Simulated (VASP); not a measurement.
Level of theory: LDA (Ceperley-Alder, Perdew-Zunger), VASP's LDA PAW potentials (set 64) (plane waves; VASP).

Input for VASP

KPOINTS:
```
Regular mesh
0
gamma
2 2 2
0.5 0.5 0.5
```

INCAR:
```
SYSTEM=Bi2Se3
PREC=Accurate; ENCUT=240; LREAL=F
LASPH=T
EDIFF=1E-6; NELM=100; ALGO=Normal
LMAXMIX=4
ISMEAR=0; SIGMA=0.02
ISIF=2
LWAVE=F; LCHARG=F
```

File POSCAR:
```
Bi2Se3
10.3681810
  0.2041478635   0.1178647441   0.9718186826
 -0.2041478635   0.1178647441   0.9718186826
  0.0000000000  -0.2357296810   0.9718186826
Bi Se
2 3
direct
  0.3984400000   0.3984400000   0.3984400000
  0.6015600000   0.6015600000   0.6015600000
  0.0000000000   0.0000000000   0.0000000000
  0.2157170000   0.2157170000   0.2157170000
  0.7842830000   0.7842830000   0.7842830000
```

POTCAR, in this order: Bi_d Se (LDA.64 set). Program: vasp_std.

At this cut-off the stress carries a Pulay error, which pulls relaxed volumes low.

**Question.** What does the run give for the energy per atom (σ→0), pressure, largest force?

**Answer.** 
```json
{
  "energy per atom (σ→0)": "-4.472 eV/atom",
  "pressure": "-4.47 GPa",
  "largest_force": "0.802 eV/Å"
}
```

OSZICAR:
```
...
DAV:   7    -0.223677944283E+02    0.16228E-01   -0.39727E-01   128   0.303E+00    0.185E+00
DAV:   8    -0.223619217687E+02    0.58727E-02   -0.83592E-02   136   0.146E+00    0.468E-01
DAV:   9    -0.223597316135E+02    0.21902E-02   -0.10270E-02   148   0.524E-01    0.155E-01
DAV:  10    -0.223596484721E+02    0.83141E-04   -0.26615E-03   140   0.252E-01    0.574E-02
DAV:  11    -0.223596608549E+02   -0.12383E-04   -0.27466E-04   132   0.944E-02    0.344E-02
DAV:  12    -0.223596657195E+02   -0.48646E-05   -0.34861E-05   116   0.342E-02    0.601E-03
DAV:  13    -0.223596655691E+02    0.15042E-06   -0.99551E-06   132   0.180E-02
   1 F= -.22359666E+02 E0= -.22359666E+02  d E =-.901385E-18
```

The structure comes from a computed database's Bi2Se3 entry; how it stands against other phases isn't given here. The cell was not relaxed at this level. The k-mesh is coarse (spacing up to 0.86 per Å, 2π included), so the numbers may not be converged in it. The run is one of a series of settings (ENCUT = 240, GGA removed, KPOINTS 2×2×2 Γ-centred mesh shifted by (0.5, 0.5, 0.5), POTCAR Bi_d Se (LDA.64 set) against the base run), some of them coarse on purpose.
